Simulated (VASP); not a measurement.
```
CELL_PARAMETERS angstrom
      0.00000     2.73427     2.73427
      2.73427     0.00000     2.73427
      2.73427     2.73427     0.00000
ATOMIC_POSITIONS crystal
  Si 0.00000 0.00000 0.00000
  Si 0.25000 0.25000 0.25000
```

Method: PBE GGA, VASP's PBE PAW potentials (set 64) (plane waves; VASP). Run with 480 eV cut-off, 8×8×8 Γ-centred mesh, Gaussian smearing of 0.050 eV, potentials Si.

Problem. Predict the energy per atom (σ→0).

Solution. 
| Quantity | Result |
|---|---|
| energy per atom (σ→0) | -5423 meV/atom |

Only differences to runs with the same potentials and settings are physical.

The compound is Si in the diamond structure. It was relaxed first. The start is the result of an earlier pass.
